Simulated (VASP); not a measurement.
Method: PBEsol GGA, VASP's PBE PAW potentials (set 64) (plane waves; VASP).

VASP input:

INCAR:
```
ALGO  =  Normal
EDIFF  =  1E-7
ENCUT  =  600
GGA  =  PS
ISIF  =  2
ISMEAR  =  1
LASPH  =  .TRUE.
LCHARG  =  .FALSE.
LMAXMIX  =  6
LREAL  =  .FALSE.
LWAVE  =  .FALSE.
NELM  =  100
PREC  =  Accurate
SIGMA  =  0.1
SYSTEM  =  SmB2
```

File KPOINTS:
```
Automatic mesh
0
Gamma
10 10 10
0 0 0
```

File POSCAR:
```
SmB2
1.0
 -1.8192335003   1.8192335003   3.2118120279
  1.8192335003  -1.8192335003   3.2118120279
  1.8192335003   1.8192335003  -3.2118120279
Sm B
1 2
direct
  0.0000000000   0.0000000000   0.0000000000
  0.3837846377   0.3837846377   0.0000000000
  0.6162153623   0.6162153623   0.0000000000
```

POTCAR, in this order: Sm_3 B (PBE.64 set). Program: vasp_std.

The 4f electrons are frozen in the core of the lanthanide potential, so 4f levels, which can set the real gap, and their magnetism are missing.

Problem. Predict the energy per atom (σ→0), pressure, largest force, band gap (on the k-mesh).

Solution. 
| Property | Value |
|---|---|
| energy per atom (σ→0) | -5.857 eV/atom |
| band gap (on the k-mesh) | none (metal, semimetal or under 0.01 eV) |
| pressure | 14.94 GPa |
| largest force | 1.550 eV/Å |

### OSZICAR
```
...
DAV:   7    -0.175752515125E+02    0.74622E-01   -0.46209E-01  3128   0.392E+00    0.220E+00
DAV:   8    -0.175730441489E+02    0.22074E-02   -0.43486E-02  2908   0.174E+00    0.254E-01
DAV:   9    -0.175722311014E+02    0.81305E-03   -0.40270E-03  3004   0.490E-01    0.490E-02
DAV:  10    -0.175722144550E+02    0.16646E-04   -0.24798E-04  3040   0.150E-01    0.159E-02
DAV:  11    -0.175722121211E+02    0.23338E-05   -0.81528E-06  2896   0.274E-02    0.107E-02
DAV:  12    -0.175722110882E+02    0.10330E-05   -0.10006E-05  2936   0.246E-02    0.150E-03
DAV:  13    -0.175722110738E+02    0.14383E-07   -0.49103E-07  2876   0.578E-03
   1 F= -.17572211E+02 E0= -.17572269E+02  d E =0.173065E-03
```

The structure was generated: SmB2 was put into the MoSi2 type (I4/mmm), which need not be its known phase. This cell was strained or had an atom moved on purpose. The electron count is odd and the run is not spin-polarised, which forces a metal.
